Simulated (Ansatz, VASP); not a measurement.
Hf2SiN2: VASP beside Ansatz

```
Hf Si N
1.0
     5.35748    0.00000    0.00000
     0.00000    5.35748    0.00000
     0.00000    0.00000    4.00971
Hf Si N
2 1 2
Direct
  0.50000 0.00000 0.50000
  0.00000 0.50000 0.50000
  0.00000 0.00000 0.50000
  0.50000 0.00000 0.00000
  0.00000 0.50000 0.00000
```

Alike in both runs: functional PBE; k mesh 4 × 4 × 4; occupations gaussian, width 0.1 eV; no spin polarisation.

Ansatz relaxed the structure, and its values are those at the end. VASP's run is a single point on that final structure, the one shown.

|  | VASP | Ansatz |
| --- | --- | --- |
| version | VASP 6.6.1 | Ansatz 0.2.0 |
| potentials or method | VASP PAW PBE potentials, release 64 (Hf_pv, Si, N) | scalar-relativistic, plane waves, PAW |
| plane-wave cutoff (eV) | 520 | 420 |
| valence electrons in the cell | 34 | 66 |

```csv
,VASP,Ansatz,Ansatz less VASP
gap on the k mesh at the Fermi level (eV),none,none,-
pressure (GPa),0.1,0.2,+0.03
```

A gap of «none» marks a metal or a gap that the smearing closes. The functional is the same, so the differences come from potentials, cutoffs and numerics. The two sets of potentials don't hold the same shells in valence.

Caveats: the k mesh is coarse (spacing up to 0.39 Å⁻¹), so the values aren't converged. The runs have no spin-orbit coupling, so splittings on Hf are missing.
